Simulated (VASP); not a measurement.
Calculation: PBE GGA with D3 dispersion (Becke-Johnson damping), VASP's PBE PAW potentials (set 64) (plane waves; VASP).

VASP input:

File KPOINTS:
```
k-points along high-symmetry lines
15
Line-mode
Reciprocal
  0.000000   0.000000   0.000000 ! GAMMA
  0.500000   0.000000   0.500000 ! X

  0.500000   0.000000   0.500000 ! X
  0.625000   0.250000   0.625000 ! U

  0.375000   0.375000   0.750000 ! K
  0.000000   0.000000   0.000000 ! GAMMA

  0.000000   0.000000   0.000000 ! GAMMA
  0.500000   0.500000   0.500000 ! L

  0.500000   0.500000   0.500000 ! L
  0.500000   0.250000   0.750000 ! W

  0.500000   0.250000   0.750000 ! W
  0.500000   0.000000   0.500000 ! X
```

File POSCAR:
```
PbTe
6.4673510
  0.0000000000   0.5000000182   0.5000000182
  0.5000000182   0.0000000000   0.5000000182
  0.5000000182   0.5000000182   0.0000000000
Te Pb
1 1
Cartesian
  0.5000000182   0.5000000182   0.5000000182
  0.5000000182   0.5000000182   0.0000000000
```

**INCAR**
```
! general
SYSTEM  = PbTe
PREC    = Accurate
ENCUT   = 520   ! plane-wave cut-off (eV)
LREAL   = .FALSE.   ! projection in real space or not
LASPH   = .TRUE.
ICHARG  = 11   ! fixed density

! electronic loop
EDIFF   = 1E-7   ! SCF stop (eV)
NELM    = 100   ! most electronic steps
ALGO    = Normal   ! blocked Davidson
LMAXMIX = 4

! smearing
ISMEAR  = 0   ! Gaussian
SIGMA   = 0.05   ! width (eV)

! functional
GGA     = PE   ! PBE
IVDW    = 12   ! D3, Becke-Johnson

! output
LWAVE   = .FALSE.
LCHARG  = .FALSE.
LORBIT  = 11   ! lm-projected
```

POTCAR, in this order: Te Pb_d (PBE.64 set). Program: vasp_std. Read from the step before: CHGCAR.

Output of the run:

**OSZICAR**
```
       N       E                     dE             d eps       ncg     rms          rms(c)
DAV:   1     0.151695203281E+03    0.15170E+03   -0.92743E+03  2546   0.138E+03
DAV:   2     0.321362286195E+01   -0.14848E+03   -0.14584E+03  2616   0.338E+02
DAV:   3    -0.759295800726E+01   -0.10807E+02   -0.10508E+02  3372   0.971E+01
DAV:   4    -0.786845764383E+01   -0.27550E+00   -0.27539E+00  3164   0.187E+01
DAV:   5    -0.787703490531E+01   -0.85773E-02   -0.85771E-02  3522   0.285E+00
DAV:   6    -0.787744593624E+01   -0.41103E-03   -0.41103E-03  3540   0.541E-01
DAV:   7    -0.787744856626E+01   -0.26300E-05   -0.26300E-05  3564   0.447E-02
DAV:   8    -0.787744861751E+01   -0.51246E-07   -0.51273E-07  3026   0.655E-03
   1 F= -.86800474E+01 E0= -.86800474E+01  d E =-.601311E-13
```

File OUTCAR:
```
 val. band max:        5.5932909005   @ k =   0.5000   0.5000   0.5000

 cond. band min:       6.3336735946   @ k =   0.5000   0.5000   0.5000



 k-point     1 :       0.0000    0.0000    0.0000
  band No.  band energies     occupation
      1     -11.1253      2.00000
      2     -11.1253      2.00000
      3     -11.1163      2.00000
      4     -11.1163      2.00000
      5     -11.1163      2.00000
      6      -6.4051      2.00000
      7      -0.0083      2.00000
      8       4.2556      2.00000
      9       4.2556      2.00000
     10       4.2556      2.00000
     11       9.6680      0.00000
     12       9.6680      0.00000
     13       9.6680      0.00000
     14      11.3945      0.00000

 k-point     2 :       0.0357    0.0000    0.0357
  band No.  band energies     occupation
      1     -11.1258      2.00000
      2     -11.1251      2.00000
      3     -11.1164      2.00000
      4     -11.1160      2.00000
      5     -11.1160      2.00000
      6      -6.3905      2.00000
      7      -0.0589      2.00000
      8       4.2325      2.00000
      9       4.2325      2.00000
     10       4.3396      2.00000
     11       9.4176      0.00000
     12       9.6654      0.00000
     13       9.6654      0.00000
     14      11.2844      0.00000

 k-point     3 :       0.0714    0.0000    0.0714
  band No.  band energies     occupation
      1     -11.1273      2.00000
      2     -11.1247      2.00000
      3     -11.1168      2.00000
      4     -11.1151      2.00000
      5     -11.1151      2.00000
      6      -6.3467      2.00000
      7      -0.1974      2.00000
      8       4.1654      2.00000
      9       4.1654      2.00000
     10       4.5719      2.00000
     11       8.8313      0.00000
     12       9.6658      0.00000
     13       9.6658      0.00000
     14      11.0311      0.00000

 k-point     4 :       0.1071    0.0000    0.1071
  band No.  band energies     occupation
      1     -11.1298      2.00000
...
```

The density is held fixed in this step, so its total energy and stress have no physical meaning. Unless said otherwise, spin-orbit coupling is left out, though it shifts the bands of the heavy elements here.

The compound is PbTe in the rock salt structure. It was relaxed first.
